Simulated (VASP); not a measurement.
Here is the system:

```xyz
6
Lattice="-2.7260 2.7260 4.2533 2.7260 -2.7260 4.2533 2.7260 2.7260 -4.2533" Properties=species:S:1:pos:R:3 pbc="T T T"
Si     0.0000     2.7260     2.1266
Si     0.0000     0.0000     0.0000
S      1.3630     1.1831    -1.0633
S      1.1831     4.0890     1.0633
S      1.3630     1.5428     3.1900
S      1.5428    -1.3630     5.3166
```

The numbers are results of LDA (Ceperley-Alder, Perdew-Zunger), VASP's LDA PAW potentials (set 64) (plane waves; VASP), not measurements. Run with 300 eV cut-off, 7×7×7 Γ-centred mesh, Gaussian smearing of 0.010 eV, potentials Si S.

Task: Which forces act on the atoms, in eV/Å?

Result: 
```tsv
atom	Fx	Fy	Fz
Si1	0.000	0.000	0.000
Si2	0.000	0.000	0.000
S3	0.000	0.738	0.000
S4	0.738	0.000	0.000
S5	0.000	-0.738	0.000
S6	-0.738	0.000	0.000
```

Task: Give the stress tensor in GPa (positive for a compressed cell).

Result: 
```
3.39  0.00  0.00
0.00  3.39  0.00
0.00  0.00  1.73
```
The pressure is its mean diagonal, 2.84 GPa.

The structure comes from a computed database's SiS2 entry; how it stands against other phases isn't given here. The cell was not relaxed at this level.
